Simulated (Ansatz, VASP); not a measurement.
**SnSe: VASP beside Ansatz**

One calculation is typed for both programs; each brings its own data sets and cutoff. How far apart do they land?

Calculated with Ansatz 0.2.0; plane waves, with VASP 6.6.1 beside it; relaxation of cell and atoms at r2SCAN and relaxation of cell and atoms at r2SCAN, spin-orbit coupling.

### 1. The starting structure

The structure is cubic, space group Fm-3m (No. 225). The conventional cell has a = 6.020 Å, b = 6.020 Å, c = 6.020 Å, α = 90.00°, β = 90.00°, γ = 90.00°. Nearest to Sn lie 6 Se at 3.01 Å. Se has 6 Sn at 3.01 Å nearest. Farther neighbours and most contacts between anions are not listed.

### 2. Ansatz: relaxation of cell and atoms, r2SCAN

Ansatz runs on its default PAW (the set named soft_2) files.

The relaxed volume is the usual yardstick between codes: its relative difference is about their pressure difference at one cell divided by the bulk modulus.

Contents of input.yaml:

```yaml
crystal:
  lattice:
    - [0.0, 3.01, 3.01]
    - [3.01, 0.0, 3.01]
    - [3.01, 3.01, 0.0]
  atoms:
    - { symbol: Sn, position: [0.0, 0.0, 0.0] }
    - { symbol: Se, position: [0.5, 0.5, 0.5] }
hamiltonian:
  xc: r2scan
  pseudopotentials: { kind: paw }
kpoints:
  mp_grid: { grid: [6, 6, 6] }
scf:
  occupations: { method: fermi_dirac, width: 0.05 }
relax:
  f_tol: 0.01
  max_steps: 60
  cell: { stress_tol: 0.05 }
output:
  forces: true
  stress: true
```

Launch:

```sh
$ ansatz run input.yaml --threads 4 --pin off --max-ram 9216MiB --backend cpu --events-out ev --progress --plain --runs-dir out
```

Numbers of over 12 decimals in the logs are rounded to 6 here.

The program printed:

```text
Engine: ansatz 0.2.0, aarch64-unknown-linux-gnu
Pseudopotentials: kind: paw
Pseudopotential: Sn, paw, valence charge 14, recommended cutoff 500 eV (meta_gga), Sn.paw.azcp
Pseudopotential: Se, paw, valence charge 16, recommended cutoff 500 eV (meta_gga), Se.paw.azcp
Functional definition: r2SCAN
  parameter k0 = 0.174
  parameter k1 = 0.065
  parameter a1 = 4.9479
  exchange = r2scan_x(k0 = k0, k1 = k1, a1 = a1)
  correlation = r2scan_c
Crystal: 2 atoms, lattice volume = 54.542 Å³
Basis set: ecut = 500 eV, 1411 PW (Γ), exchange–correlation on 128×128×128 points (64 copies of the dense FFT grid, shifted against one another)
Bands: 19, of which v1, the nominal top of the filled ones, is band 15 counted from 1 (14 counted from 0)
Symmetry: 48 space group operations
Space group: Fm-3m (ITA 225), of the structure as read, at distance tolerance 3.8e-5 Å
k-points: 16 of 216
Non-local potential: Sn, projectors of the file, l = 0: 2, l = 1: 2, l = 2: 2, l = 3: 2
Non-local potential: Se, projectors of the file, l = 0: 2, l = 1: 2, l = 2: 3, l = 3: 1
PAW form: soft (Blöchl's): semilocal exchange-correlation on the pseudo side does not see the compensation charge
PAW frozen core: Sn, regenerated for the run's functional (the file was generated under x = pbe(κ = 0.804, μ = 0.219515), c = pbe(β = 0.066725))
PAW frozen core: Se, regenerated for the run's functional (the file was generated under x = pbe(κ = 0.804, μ = 0.219515), c = pbe(β = 0.066725))
PAW one-centre angular grid: Sn, 590 points (default); XC on 249 of its mesh's 2787 points in the sphere
PAW one-centre angular grid: Se, 590 points (default); XC on 160 Gauss nodes
Initial density: superposition of atomic densities (neutral atoms: chi_scale 0, normalization atom), corrected by the library's trained network
Initial wavefunctions: pseudopotential atomic-orbital guess
Functional: x = r2scan, c = r2scan; τ floored in thin density (d = 2e-4 eV/Å³)
SCF iter   1: F=—  HF=-11517.595775 eV  |F-HF|=—  |Δ(HF+E_count)|=         —  Δρ=4.25e-3  dr2=1.09e-2  dr2_τ=1.75e-3  ethr=1.77e-3  ⟨swp⟩=5.8  Hψ=1448  notcnv=0
preconditioner: auto → none  [insulator: Δε(μ)=0.460 eV  Ē_g=18.219 eV  σ=0.050 eV  W_gap=0.98  n_scr=14 (ndim 8)  ℏωp=22.5 eV  f_vac=0.015  D(μ)=0.01/eV (n_scr^D=0)  ε∞_Penn≈2.5]
SCF iter   2: F=—  HF=-11517.601816 eV  |F-HF|=—  |Δ(HF+E_count)|=   6.04e-3  Δρ=1.59e-3  dr2=8.43e-4  dr2_τ=1.32e-4  ethr=3.62e-5  ⟨swp⟩=2.0  Hψ=736  notcnv=0
SCF iter   3: F=—  HF=-11517.601877 eV  |F-HF|=—  |Δ(HF+E_count)|=   6.13e-5  Δρ=6.64e-4  dr2=1.91e-4  dr2_τ=4.66e-6  ethr=2.81e-6  ⟨swp⟩=2.9  Hψ=528  notcnv=0
SCF iter   4: F=—  HF=-11517.601897 eV  |F-HF|=—  |Δ(HF+E_count)|=   1.98e-5  Δρ=1.56e-4  dr2=2.00e-5  dr2_τ=5.88e-7  ethr=6.38e-7  ⟨swp⟩=2.0  Hψ=375  notcnv=0
SCF iter   5: F=—  HF=-11517.601894 eV  |F-HF|=—  |Δ(HF+E_count)|=   2.33e-6  Δρ=2.68e-5  dr2=4.22e-7  dr2_τ=8.81e-9  ethr=6.68e-8  ⟨swp⟩=2.9  Hψ=455  notcnv=0
SCF iter   6: F=-11517.601894 eV  HF=-11517.601894 eV  |F-HF|=1.54e-8  |Δ(HF+E_count)|=   4.19e-9  Δρ=6.28e-6  dr2=3.72e-8  dr2_τ=4.25e-10  ethr=3.33e-10  ⟨swp⟩=4.9  Hψ=981  notcnv=0
SCF 1 converged in 6 iterations: F = -11517.601894 eV  dr2 = 3.72e-8
  greatest PAW one-centre occupation: 1.000 electrons in one spin orbital (limit 2), on the Se atom at site 1 (counted from 0), in its partial waves of l = 2
relax step   1: F+E_penalty+E_count = -11517.60189430 eV  Δ(F+E_penalty+E_count) = +0.000e0 eV  max|allowed force component| = 1.144e-29 eV/Å  Δτ_max = 0.0000 Å  P = -0.438 GPa  Ω = 54.542 Å³  (6 SCF iters, dr2 threshold 1.00e-7 eV, accepted)
[...]
relax step   2: F+E_penalty+E_count = -11517.60240104 eV  Δ(F+E_penalty+E_count) = -5.067e-4 eV  max|allowed force component| = 2.630e-29 eV/Å  Δτ_max = 0.0000 Å  P = +0.212 GPa  Ω = 53.879 Å³  energy of the carried Pulay correction = +2.240e-5 eV  (6 SCF iters, dr2 threshold 2.00e-7 eV, accepted)
[...]
relax step   3: F+E_penalty+E_count = -11517.60253313 eV  Δ(F+E_penalty+E_count) = -1.321e-4 eV  max|allowed force component| = 9.696e-30 eV/Å  Δτ_max = 0.0000 Å  P = -0.003 GPa  Ω = 54.093 Å³  energy of the carried Pulay correction = +1.513e-5 eV  (6 SCF iters, dr2 threshold 1.12e-7 eV, accepted)
[...]
relax step   4: F+E_penalty+E_count = -11517.60252030 eV  Δ(F+E_penalty+E_count) = +1.283e-5 eV  max|allowed force component| = 2.038e-30 eV/Å  Δτ_max = 0.0000 Å  P = -0.003 GPa  Ω = 54.093 Å³  stress off target by 3.20e-3 GPa  SCF on the basis re-selected at this cell (its energy is not comparable with the rows above)  (4 SCF iters)
basis re-selected at this cell: Δ(F+E_penalty+E_count) = +1.283e-5 eV, ΔP = -0.001 GPa vs the last step (what re-selecting the basis moved, of the pressure what is left beyond the Pulay correction that the steps carried, after the strain that the cell walked since its last selection, with what the two solves' SCF thresholds leave and, on support functions, any second-order correction that the steps lacked; it is no m [...]
SCF converged after 4 iterations
Free energy (F): -11517.602520 eV
Harris-Foulkes:  -11517.602520 eV  (|F-HF|=9.09e-12)
Internal energy: -11517.602361 eV  (E = F + TS)
E sigma→0 (E₀):  -11517.602441 eV
Entropy (-TS):   -0.000159 eV (-0.079 meV/atom)
Fermi energy:    9.562371 eV
--- Per-component energies (eV) ---
  E_band       = -496.092055
  E_kinetic    = 303.132978
  E_local      = -3311.288103  (includes V_loc(G=0)·N_el)
  E_nonlocal   = -628.578723
  E_hartree    = 1745.305059
  E_xc         = -474.041492
  E_vxc        = -211.122877  (∫ρ·V_xc dr)
  E_paw        = -6080.265040  (= ΣΔE_a)
  E_vpaw       = -150.614810  (= ΣTr[D̂ρ^β])
  E_aug_tail   = -0.000208  (compensation charges beyond the density's cutoff)
  E_vtau       = 11.769489  (kinetic-family band-sum trace: ∫τ·v_τ [+ j·A + Jᵃ·Aᵃ] dr)
  E_ewald      = -3070.837381
  E_core_change = -1.029450  (= ΣΔE_core)
  E_smearing   = -0.000159  (= −TS)
  E_closure    = -0.000000  (closes the sum)
  Σ components = -11517.602520   (vs F -11517.602520, Δ=0.00e0)
--- Forces (eV/Å), atoms counted from 1 ---
  atom   1  Sn    -0.00000000     0.00000000    -0.00000000
  atom   2  Se     0.00000000    -0.00000000     0.00000000
  max |Σ_I F_I| component: 2.37e-30 eV/Å
--- Stress (GPa, compression-positive) ---
       -0.003202      -0.000000      -0.000000
       -0.000000      -0.003202      -0.000000
       -0.000000      -0.000000      -0.003202
  P = ⅓ Tr σ = -0.0032 GPa (-0.032 kbar)
--- Relaxed structure (3 steps of the walk, 3 accepted, 1 SCFs on fresh bases) ---
  F+E_penalty+E_count = -11517.60252030 eV   max|allowed force component| = 2.038e-30 eV/Å   (the final SCF, on the basis selected at the relaxed cell)
  cell:  # Å, volume = 54.0927 Å³
    - [0, 3.001716, 3.001716]
    - [3.001716, 0, 3.001716]
    - [3.001716, 3.001716, 0]
  atoms:
    - { symbol: Sn, position: [0, 0, 0] }
    - { symbol: Se, position: [0.5, 0.5, 0.5] }
```

It took 3.5 s on 4 threads of Arm Neoverse V1, shared host; peak memory 0.49 GiB.

### 3. VASP: relaxation of cell and atoms, r2SCAN

The same cell, functional, mesh and smearing now go to VASP, with its own data sets and cutoff.

Lines of VASP's logs that name or quote its potential files are left out, and so is its time.

Contents of INCAR:

```
SYSTEM = SnSe
PREC = Accurate
ENCUT = 400
EDIFF = 1E-06
NELM = 100
ISMEAR = -1
SIGMA = 0.05
LREAL = .FALSE.
ALGO = Normal
METAGGA = R2SCAN
LASPH = .TRUE.
NBANDS = 16
LORBIT = 11
LWAVE = .FALSE.
LCHARG = .FALSE.
KPAR = 2
IBRION = 2
NSW = 60
ISIF = 3
EDIFFG = -0.01
```

Contents of POSCAR:

```
SnSe
1.0
    0.0000000000      3.0100000000      3.0100000000
    3.0100000000      0.0000000000      3.0100000000
    3.0100000000      3.0100000000      0.0000000000
Sn Se
1 1
Direct
    0.0000000000      0.0000000000      0.0000000000
    0.5000000000      0.5000000000      0.5000000000
```

Contents of KPOINTS:

```
Automatic mesh
0
Gamma
6 6 6
0 0 0
```

The projector-augmented-wave data sets are Sn_d and Se (PBE family, release 64).

Launch:

```sh
$ mpirun -np 2 vasp_std
```

The program printed:

```text
[banner, memory and clock lines left out]
running    2 mpi-ranks, on    1 nodes
 distrk:  each k-point on    1 cores,    2 groups
 distr:  one band on    1 cores,    1 groups

 POSCAR found type information on POSCAR SnSe
 POSCAR found :  2 types and       2 ions
|                                                                             |
|               ----> ADVICE to this user running VASP <----                  |
|                                                                             |
|     You enforced a specific xc type in the INCAR file but a different       |
|     [... a line on the potential file left out ...]
|     I HOPE YOU KNOW WHAT YOU ARE DOING!                                     |
|                                                                             |

 LDA part: xc-table for (None), standard interpolation
 POSCAR, INCAR and KPOINTS ok, starting setup
 FFT: planning ... GRIDC
 FFT: planning ... GRID_SOFT
 FFT: planning ... GRID
 WAVECAR not read
 entering main loop
       N       E                     dE             d eps       ncg     rms          rms(c)
DAV:   1     0.861988483804E+02    0.86199E+02   -0.87314E+03   520   0.133E+03
DAV:   2    -0.332567244442E+02   -0.11946E+03   -0.11656E+03   576   0.327E+02
DAV:   3    -0.431352024694E+02   -0.98785E+01   -0.98582E+01   632   0.894E+01
DAV:   4    -0.433443023296E+02   -0.20910E+00   -0.20907E+00   632   0.147E+01
DAV:   5    -0.433519922668E+02   -0.76899E-02   -0.76898E-02   752   0.248E+00    0.363E+00
DAV:   6    -0.398799442496E+02    0.34720E+01   -0.10131E+00   568   0.141E+01    0.251E+00
DAV:   7    -0.398808410926E+02   -0.89684E-03   -0.15031E-01   656   0.251E+00    0.106E+00
DAV:   8    -0.398868226214E+02   -0.59815E-02   -0.85745E-03   592   0.978E-01    0.397E-01
DAV:   9    -0.398884656091E+02   -0.16430E-02   -0.21961E-03   640   0.456E-01    0.978E-02
DAV:  10    -0.398885061533E+02   -0.40544E-04   -0.17514E-04   696   0.178E-01    0.393E-02
DAV:  11    -0.398885455639E+02   -0.39411E-04   -0.73609E-05   648   0.746E-02    0.178E-02
DAV:  12    -0.398885426977E+02    0.28662E-05   -0.23407E-05   664   0.687E-02    0.291E-03
DAV:  13    -0.398885424883E+02    0.20938E-06   -0.59463E-07   400   0.953E-03
   1 F= -.39888542E+02 E0= -.39888434E+02  d E =-.398885E+02
 curvature:   0.00 expect dE= 0.000E+00 dE for cont linesearch  0.000E+00
 trial: gam= 0.00000 g(F)=  0.000E+00 g(S)=  0.176E-02 ort = 0.000E+00 (trialstep = 0.100E+01)
 search vector abs. value=  0.176E-02
 bond charge predicted
       N       E                     dE             d eps       ncg     rms          rms(c)
DAV:   1    -0.399092050642E+02   -0.20662E-01   -0.44572E-01   640   0.999E+00    0.820E-01
DAV:   2    -0.398929644376E+02    0.16241E-01   -0.28649E-02   656   0.250E+00    0.357E-01
DAV:   3    -0.398892772827E+02    0.36872E-02   -0.11129E-02   656   0.160E+00    0.665E-02
DAV:   4    -0.398891952556E+02    0.82027E-04   -0.40498E-04   584   0.187E-01    0.349E-02
DAV:   5    -0.398891838909E+02    0.11365E-04   -0.34867E-05   736   0.450E-02    0.154E-02
DAV:   6    -0.398891836254E+02    0.26557E-06   -0.34423E-06   584   0.174E-02
   2 F= -.39889184E+02 E0= -.39889113E+02  d E =-.641137E-03
 trial-energy change:   -0.000641  1 .order   -0.000680   -0.001764    0.000404
 step:   0.7962(harm=  0.8136)  dis= 0.00000  next Energy=   -39.889225 (dE=-0.683E-03)
 bond charge predicted
       N       E                     dE             d eps       ncg     rms          rms(c)
DAV:   1    -0.398900787026E+02   -0.89481E-03   -0.18945E-02   648   0.210E+00    0.167E-01
DAV:   2    -0.398894094982E+02    0.66920E-03   -0.11934E-03   656   0.506E-01    0.728E-02
DAV:   3    -0.398892515721E+02    0.15793E-03   -0.46846E-04   680   0.328E-01    0.131E-02
DAV:   4    -0.398892451256E+02    0.64466E-05   -0.16760E-05   576   0.381E-02    0.692E-03
DAV:   5    -0.398892427621E+02    0.23634E-05   -0.13910E-06   584   0.939E-03    0.310E-03
DAV:   6    -0.398892427629E+02   -0.73123E-09   -0.15837E-07   320   0.388E-03
   3 F= -.39889243E+02 E0= -.39889165E+02  d E =-.700275E-03
 curvature:  -0.40 expect dE=-0.225E-05 dE for cont linesearch -0.225E-05
 trial: gam= 0.00000 g(F)=  0.126E-60 g(S)=  0.557E-05 ort =-0.991E-04 (trialstep = 0.959E+00)
 search vector abs. value=  0.557E-05
 reached required accuracy - stopping structural energy minimisation
```

OUTCAR, selected parts (step 3):

```text
ion  position               nearest neighbor table
   1  0.000  0.000  0.000-   2 3.01   2 3.01   2 3.01   2 3.01   2 3.01   2 3.01
   2  0.500  0.500  0.500-   1 3.01   1 3.01   1 3.01   1 3.01   1 3.01   1 3.01

  LATTYP: Found a face centered cubic cell.
 ALAT       =     6.0200000000

 Subroutine GETGRP returns: Found 48 space group operations
 (whereof 48 operations were pure point group operations)

The static configuration has the point symmetry O_h .

 Found     16 irreducible k-points:

   k-points           NKPTS =     16   k-points in BZ     NKDIM =     16   number of bands    NBANDS=     16

   dimension x,y,z NGX =    28 NGY =   28 NGZ =   28
   dimension x,y,z NGXF=    56 NGYF=   56 NGZF=   56

   ENCUT  =  400.0 eV  29.40 Ry    5.42 a.u.   6.94  6.94  6.94*2*pi/ulx,y,z

   NELECT =      20.0000    total number of electrons

 k-points in reciprocal lattice and weights: Automatic mesh
   0.00000000  0.00000000  0.00000000       0.005
   0.16666667  0.00000000  0.00000000       0.037
   0.33333333  0.00000000  0.00000000       0.037
   0.50000000  0.00000000  0.00000000       0.019
   0.16666667  0.16666667  0.00000000       0.028
   0.33333333  0.16666667  0.00000000       0.111
   0.50000000  0.16666667  0.00000000       0.111
  -0.33333333  0.16666667  0.00000000       0.111
  -0.16666667  0.16666667  0.00000000       0.056
[...]
-0.33333333  0.33333333  0.16666667       0.111
  -0.33333333  0.50000000  0.16666667       0.056

 average (electrostatic) potential at core
       1-107.2162       2 -57.1952

 E-fermi :   6.0456

 k-point     1 :       0.0000    0.0000    0.0000
  band No.  band energies     occupation
    ...
      6      -8.9956      2.00000
      7       0.5772      2.00000
      8       3.1291      2.00000
      9       3.1291      2.00000
     10       3.1291      2.00000
     11      10.1963      0.00000
     12      10.1964      0.00000
     13      10.1964      0.00000
     14      11.8343      0.00000
     15      11.8343      0.00000
    ...

 k-point     2 :       0.1667    0.0000    0.0000
  band No.  band energies     occupation
    ...
      6      -8.7936      2.00000
      7      -0.5397      2.00000
      8       3.1715      2.00000
      9       3.1715      2.00000
     10       4.0353      2.00000
     11       8.8588      0.00000
     12       8.9938      0.00000
     13       8.9939      0.00000
     14      11.8668      0.00000
     15      12.4860      0.00000
    ...

 k-point     3 :       0.3333    0.0000    0.0000
  band No.  band energies     occupation
    ...
      6      -8.3097      2.00000
      7      -2.1068      2.00000
      8       3.3015      2.00000
      9       3.3015      2.00000
     10       5.1223      2.00000
     11       7.2271      0.00000
     12       7.5250      0.00000
     13       7.5251      0.00000
     14      12.7993      0.00000
     15      14.1870      0.00000
    ...

  Total        0.0087752      0.0087752      0.0087752      0.0000000     -0.0000000      0.0000000
  in kB        0.2601073      0.2601073      0.2601073      0.0000000     -0.0000000      0.0000000
  external PRESSURE =       0.2601073 kB  Pullay stress =       0.0000000 kB

  energy-cutoff  :      400.00
  volume of cell :       54.05
      direct lattice vectors                 reciprocal lattice vectors
    -0.000000000  3.000974328  3.000974328    -0.166612555  0.166612555  0.166612555
     3.000974328  0.000000000  3.000974328     0.166612555 -0.166612555  0.166612555
     3.000974328  3.000974328  0.000000000     0.166612555  0.166612555 -0.166612555

 POSITION                                       TOTAL-FORCE (eV/Angst)
 -----------------------------------------------------------------------------------
      0.00000      0.00000      0.00000         0.000000     -0.000000     -0.000000
      3.00097      3.00097      3.00097        -0.000000      0.000000      0.000000
 -----------------------------------------------------------------------------------
    total drift:                               -0.000000      0.000000      0.000000

  FREE ENERGIE OF THE ION-ELECTRON SYSTEM (eV)
  ---------------------------------------------------
  free  energy   TOTEN  =       -39.8892427629 eV

  energy  without entropy=      -39.8890877868  energy(sigma->0) =      -39.88916527

 reached required accuracy - stopping structural energy minimisation

 total charge
# of ion       s       p       d       tot
------------------------------------------
    1        1.362   0.688   9.988  12.038
    2        1.477   2.341   0.028   3.845
--------------------------------------------------
tot          2.838   3.029  10.016  15.883

[... 3 further parts left out ...]
```

CONTCAR:

```
SnSe
   1.00000000000000
    -0.0000000000000000    3.0009743275202103    3.0009743275202103
     3.0009743275202103    0.0000000000000000    3.0009743275202103
     3.0009743275202103    3.0009743275202103    0.0000000000000000
  Sn              Se
     1     1
Direct
     0.0000000000000000    0.0000000000000000    0.0000000000000000
     0.5000000000000000    0.5000000000000000    0.5000000000000000
```

### 4. Side by side

Known differences besides the potentials themselves: VASP keeps PBE cores, Ansatz makes them for the functional; both relaxations stop at a tolerance, which leaves soft axes loose, and VASP keeps its plane-wave basis; the data sets hold 30 valence electrons in Ansatz (default PAW (the set named soft_2) files) and 20 in VASP; the cutoff is 500 eV in Ansatz and 400 eV in VASP; Ansatz adds a Pulay correction to the stress that steers its cell, VASP none. Total energies have different zeros and are not compared.

The two programs side by side:

| quantity | Ansatz | VASP | difference |
| --- | --- | --- | --- |
| volume (Å³) | 54.09 | 54.05 | +0.07 % |
| edge a after relaxation, in the typed setting (Å) | 4.245 | 4.244 | +0.03 % |

The walks stopped with 0.00 GPa left in Ansatz and 0.03 GPa in VASP; each walk ends within a tolerance, so the volume difference is uncertain by about these residues over the bulk modulus, most in soft cells.

(Continued in part 2 of 2.)

[Lines on the potential files, build, host, timing and source positions are cut from VASP's logs without a mark.]

[Logs are printed without paths, hosts, clocks, repeated set-up lines and the standing remarks that a program may print on its own settings, such as how far it seeks lower states.]

[Hosts, paths, dates, database ids (printed as entryN), source tags and the programs' standing remarks are cut or masked in the printed files.]
